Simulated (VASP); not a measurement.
Input:

```
CELL_PARAMETERS angstrom
      0.00000     2.95152     2.99579
      2.99579     0.00000     2.99579
      2.99579     2.95152     0.00000
ATOMIC_POSITIONS crystal
  In 0.00000 0.00000 0.00000
  P  0.25000 0.25000 0.25000
```

Method: r2SCAN meta-GGA, VASP's PBE PAW potentials (set 64) (plane waves; VASP). Numerical set-up: 480 eV cut-off, 8×8×8 Γ-centred mesh, Gaussian smearing of 0.050 eV, potentials In_d P.

Give the stress tensor in GPa (positive for a compressed cell).

```
-2.07   0.00   0.00
 0.00  -1.41   0.00
 0.00   0.00  -2.07
```
The pressure is its mean diagonal, -1.85 GPa.

The compound is InP in the zinc blende structure. This cell was strained or had an atom moved on purpose.
